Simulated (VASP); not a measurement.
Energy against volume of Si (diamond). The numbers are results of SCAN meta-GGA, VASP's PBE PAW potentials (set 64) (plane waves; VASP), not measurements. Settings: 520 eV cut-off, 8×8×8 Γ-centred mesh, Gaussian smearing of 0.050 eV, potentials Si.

```json
[
 {"V (Å³/atom)": "19.389", "E (eV/atom)": "-10.00020"},
 {"V (Å³/atom)": "19.989", "E (eV/atom)": "-10.00618"},
 {"V (Å³/atom)": "20.589", "E (eV/atom)": "-10.00091"},
 {"V (Å³/atom)": "21.188", "E (eV/atom)": "-9.98605"}
]
```

Task: Fit these four points and predict the energy of the run at 18.790 Å³/atom.

Result: A cubic in V^(−2/3), the third-order Birch-Murnaghan form, passes through the four points with V0 = 19.99 Å³/atom and B0 = 100 GPa, and gives -9.9811 eV/atom there. The run gave -9.9813 eV/atom, -0.2 meV/atom from the fit; all five points give B0 = 99 GPa.

The compound is Si in the diamond structure. It was relaxed first.
